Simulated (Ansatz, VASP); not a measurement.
# YSe in two plane-wave programs, part 2 of 2

Aim: how closely do two programs agree when they are given the same cell, functional and k mesh? The cell is taken from a series of runs on this material, whose earlier steps may have relaxed, scaled, displaced or heated it; both programs get it as it stands.

VASP 6.6.1 and Ansatz 0.2.0.

So far: Set-up; VASP: zone-centre phonons, PBEsol.

**3. Ansatz: zone-centre phonons, PBEsol**

Level of this step: Ansatz beside VASP: Kohn-Sham DFT, plane waves, PBEsol (Ansatz).

Ansatz runs on its PAW soft_1 files.

The same cell, functional, mesh and smearing now go to Ansatz, which takes its cutoff from its data sets.

Contents of input.yaml:

```yaml
crystal:
  lattice:
    - [0.0, 2.8444702354, 2.8444702354]
    - [2.8444702354, 0.0, 2.8444702354]
    - [2.8444702354, 2.8444702354, 0.0]
  atoms:
    - { symbol: "Y", position: [0.5, 0.5, 0.5] }
    - { symbol: Se, position: [0.0, 0.0, 0.0] }
kpoints:
  mp_grid: { grid: [12, 12, 12] }
hamiltonian:
  xc: pbesol
  pseudopotentials: { kind: paw, azcp: { folder: soft_1 }, xc_functional: pbe }
scf:
  occupations: { method: methfessel_paxton, width: 0.2 }
output:
  eigenvalues: true
phonons:
  method: dfpt
```

Run with:

```bash
$ ansatz run input.yaml --threads 4 --pin off --max-ram 10240MiB --backend cpu --events-out ev --progress --plain --runs-dir out
```

Numbers of over 12 decimals in the logs are rounded to 6 here.

What it wrote:

```text
Engine: ansatz 0.2.0, x86_64-unknown-linux-gnu
Pseudopotentials: kind: paw
Pseudopotential: Y, paw, valence charge 11, recommended cutoff 420 eV (normal), soft_1/Y.paw.azcp
Pseudopotential: Se, paw, valence charge 16, recommended cutoff 420 eV (normal), soft_1/Se.paw.azcp
Functional definition: PBEsol
  exchange = pbesol_x
  correlation = pbesol_c
Crystal: 2 atoms, lattice volume = 46.029 Å³
Basis set: ecut = 420 eV, 893 PW (Γ), exchange–correlation on 54×54×54 points (8 copies of the dense FFT grid, shifted against one another)
Bands: 18, of which v1, the nominal top of the filled ones, is band 14 counted from 1 (13 counted from 0)
Symmetry: 48 space group operations
k-points: 163 of 1728 (irreducible under 8 space group operations, time reversal used)
Non-local potential: Y, projectors of the file, l = 0: 3, l = 1: 2, l = 2: 2, l = 3: 1
Non-local potential: Se, projectors of the file, l = 0: 2, l = 1: 2, l = 2: 3, l = 3: 1
PAW form: soft (Blöchl's): semilocal exchange-correlation on the pseudo side does not see the compensation charge
PAW frozen core: Y, regenerated for the run's functional, and the local potential with it (the file was generated under x = pbe(κ = 0.804, μ = 0.219515), c = pbe(β = 0.066725))
PAW frozen core: Se, regenerated for the run's functional, and the local potential with it (the file was generated under x = pbe(κ = 0.804, μ = 0.219515), c = pbe(β = 0.066725))
PAW one-centre angular grid: Y, 590 points (default); XC on 64 Gauss nodes
PAW one-centre angular grid: Se, 590 points (default); XC on 64 Gauss nodes
Initial density: superposition of atomic densities (chi_scale 0.1, normalization cell, long waves kept (reshape's long-wave potential 0.00 eV rms))
Initial wavefunctions: pseudopotential atomic-orbital guess
Functional: x = pbesol(κ = 0.804, μ = 0.123457), c = pbesol(β = 0.046)
SCF iter   1: F=—  HF=-9223.804549 eV  |F-HF|=—  |Δ(HF+E_count)|=         —  Δρ=5.22e-2  dr2=2.08e0  ethr=3.10e-3  ⟨swp⟩=5.6  Hψ=29665  notcnv=0
automatic band count: the SCF goes on with 22 bands, as 18 were too few: the levels above may hold too much charge
preconditioner: auto → Kerker (q_TF=auto, 2.496 Å⁻¹)  [metal: Δε(μ)=0.038 eV  Ē_g=10.593 eV  σ=0.200 eV  W_gap=0.16  n_scr=14 (ndim 8)  ℏωp=16.4 eV  f_vac=0.000  D(μ)=0.75/eV (n_scr^D=0)]
SCF iter   2: F=—  HF=-9223.236517 eV  |F-HF|=—  |Δ(HF+E_count)|=   5.68e-1  S|Δr|=    0.00e0  Δρ=2.65e-2  dr2=4.86e-1  ethr=3.10e-3  ⟨swp⟩=2.5  Hψ=6888  notcnv=0  defer=477
SCF iter   3: F=—  HF=-9223.042893 eV  |F-HF|=—  |Δ(HF+E_count)|=   1.94e-1  S|Δr|=    0.00e0  Δρ=6.60e-3  dr2=1.85e-2  ethr=1.80e-3  ⟨swp⟩=2.8  Hψ=6175  notcnv=0  defer=477
SCF iter   4: F=—  HF=-9223.034244 eV  |F-HF|=—  |Δ(HF+E_count)|=   8.65e-3  S|Δr|=    0.00e0  Δρ=2.49e-3  dr2=2.08e-3  ethr=6.86e-5  ⟨swp⟩=2.0  Hψ=7119  notcnv=0  defer=476
SCF iter   5: F=—  HF=-9223.034251 eV  |F-HF|=—  |Δ(HF+E_count)|=   6.16e-6  S|Δr|=    0.00e0  Δρ=5.19e-4  dr2=1.91e-4  ethr=7.70e-6  ⟨swp⟩=3.0  Hψ=5079  notcnv=0  defer=476
SCF iter   6: F=—  HF=-9223.034216 eV  |F-HF|=—  |Δ(HF+E_count)|=   3.44e-5  S|Δr|=    0.00e0  Δρ=1.39e-4  dr2=1.40e-5  ethr=7.06e-7  ⟨swp⟩=2.6  Hψ=5154  notcnv=0  defer=476
SCF iter   7: F=—  HF=-9223.034215 eV  |F-HF|=—  |Δ(HF+E_count)|=   1.61e-6  S|Δr|=    0.00e0  Δρ=1.87e-5  dr2=1.16e-7  ethr=5.20e-8  ⟨swp⟩=2.4  Hψ=5000  notcnv=0  defer=476
SCF iter   8: F=—  HF=-9223.034215 eV  |F-HF|=—  |Δ(HF+E_count)|=   3.80e-8  S|Δr|=    0.00e0  Δρ=3.55e-6  dr2=4.47e-9  ethr=4.31e-10  ⟨swp⟩=2.0  Hψ=5340  notcnv=0  defer=476
SCF iter   9: F=—  HF=-9223.034215 eV  |F-HF|=—  |Δ(HF+E_count)|=   1.97e-9  S|Δr|=    0.00e0  Δρ=4.56e-7  dr2=5.45e-11  ethr=1.66e-11  ⟨swp⟩=2.0  Hψ=5330  notcnv=0  defer=476
SCF iter  10: F=-9223.034215 eV  HF=-9223.034215 eV  |F-HF|=0.00e0  |Δ(HF+E_count)|=  1.82e-11  S|Δr|=    0.00e0  Δρ=6.21e-8  dr2=9.76e-13  ethr=1.00e-12  ⟨swp⟩=10.5  Hψ=18841  notcnv=0
SCF 1 converged in 10 iterations: F = -9223.034215 eV  dr2 = 9.76e-13
  greatest PAW one-centre occupation: 1.000 electrons in one spin orbital (limit 2), on the Se atom at site 1 (counted from 0), in its partial waves of l = 2
DFPT response loops at Γ: preconditioner auto → Kerker (q_TF=auto, 2.496 Å⁻¹) (partly filled bands, converged f_vac=0.000); β = 1.00, the filter's whole step (`scf.mixing.beta` (0.50) is not read by the response loops under this deck's `scf.mixing.preconditioner`; to damp them name `kerker` or `kerker_dos`, under which they read `scf.mixing.beta`, and type it under 1.00, their step now; both keys bind the ground state too); Broyden in place of MSR1
SCF converged after 10 iterations
Stability not checked: this state was not tested for a lower state beside it, because cold or Methfessel-Paxton smearing, or corrected tetrahedra, fill the levels in a way that the test cannot read (fill_not_monotonic; see scf.lower_state_search)
Free energy (F): -9223.034215 eV
Harris-Foulkes:  -9223.034215 eV  (|F-HF|=0.00e0)
Internal energy: -9223.037335 eV  (E = F + TS)
E sigma→0 (E₀):  -9223.034995 eV
Entropy (-TS):   0.003120 eV (1.560 meV/atom)
Fermi energy:    12.836878 eV
Step filling:    the computed levels leave a gap of 0.0181 eV = 0.1 smearing widths at the electron count; against every level under it full and every level over it empty, smearing changes F+E_penalty+E_count by +1.827 meV and its σ→0 estimate by +1.047 meV
--- Per-component energies (eV) ---
  E_band       = -431.824424
  E_kinetic    = 431.284769
  E_local      = -3075.072194  (includes V_loc(G=0)·N_el)
  E_nonlocal   = -325.092689
  E_hartree    = 1532.300206
  E_xc         = -264.473470
  E_vxc        = -298.855972  (∫ρ·V_xc dr)
  E_paw        = -4850.130960  (= ΣΔE_a)
  E_vpaw       = -228.688408  (= ΣTr[D̂ρ^β])
  E_aug_tail   = -0.000314  (compensation charges beyond the density's cutoff)
  E_ewald      = -2673.009909
  E_core_change = 1.157225  (= ΣΔE_core)
  E_smearing   = 0.003120  (= −TS)
  E_closure    = 0.000000  (closes the sum)
  Σ components = -9223.034215   (vs F -9223.034215, Δ=0.00e0)
--- Band table (eV; the first three rows and the last of 163) ---
  k-point 0: bands = [... 10 lower, 9.8506, 9.8506, 9.8506, 12.5982, 12.5982, 12.5982, 13.4099, 13.4099, ... 4 higher]
  k-point 1: bands = [... 10 lower, 9.3625, 9.6197, 9.6197, 12.6948, 12.7353, 12.7353, 13.7489, 13.7489, ... 4 higher]
  k-point 2: bands = [... 10 lower, 8.3985, 9.1322, 9.1322, 12.8192, 13.0802, 13.0802, 14.6129, 14.6129, ... 4 higher]
  k-point 162: bands = [... 10 lower, 7.6294, 7.7467, 7.7467, 13.6784, 13.6784, 15.2045, 15.8572, 16.1312, ... 4 higher]
--- Phonons (Γ-DFPT): 2 representative perturbations + reference, on 163 of 1728 k-points (Σ response iterations 6) ---
  k mesh reduced under 8 symmetry operations, with k and −k counted as one. Each operation leaves every solved perturbation unchanged. A smaller set is not used because it would not reduce the number of displacements times k-points to solve
  ASR residual: 2.651e-5 → 0.000e0 eV/Å²; symmetrization residual: 1.090e-5 eV/Å²
  ASR residual per site (eV/Å²): 2.65e-5 1.08e-5
  Γ frequencies (cm⁻¹): 0.00 0.00 0.00 213.25 213.25 213.25
  non-analytic LO–TO correction: not included (Born effective charges unavailable; polar crystals: no LO–TO splitting at Γ)
```

**4. Differences**

Known differences besides the potentials themselves: the data sets hold 27 valence electrons in Ansatz (on its PAW soft_1 files) and 17 in VASP; the cutoff is 420 eV in Ansatz and 500 eV in VASP; Ansatz makes its cores anew for this functional, VASP keeps those of its PBE data sets. Total energies have different zeros and are not compared.

Both answers:

| quantity | Ansatz | VASP | difference |
| --- | --- | --- | --- |
| optical mode 1 to 3 (cm⁻¹) | 213.2 | 214.4 | -0.55 % |

Modes are paired by rising frequency, not by their patterns, so a pair may set unlike modes beside each other; they are those without the splitting of longitudinal modes.

**5. Summary of results**

| Quantity | Value |
| --- | --- |
| r.m.s. difference of the optical zone-centre modes, each program's sorted by frequency (zone-centre phonons, PBEsol) | 1.2 cm⁻¹ |
| difference in optical mode 1 to 3 (zone-centre phonons, PBEsol) | -0.5 % |

What this shows: The r.m.s. difference of the optical zone-centre modes, each program's sorted by frequency is 1.2 cm⁻¹ (zone-centre phonons, PBEsol). The data sets hold unlike numbers of valence electrons (27 in Ansatz and 17 in VASP), so part of the differences comes from the potentials. Among the rows given in per cent, the largest difference of the zone-centre phonons, PBEsol pair is in optical mode 1 to 3, -0.5 %. How closely two codes agree says nothing of how well the functional describes the real material.

[Lines on the potential files, build, host, timing and source positions are cut from VASP's logs without a mark.]

[Logs are printed without paths, hosts, clocks, repeated set-up lines and the standing remarks that a program may print on its own settings, such as how far it seeks lower states.]

[Hosts, paths, dates, database ids (printed as entryN), source tags and the programs' standing remarks are cut or masked in the printed files.]
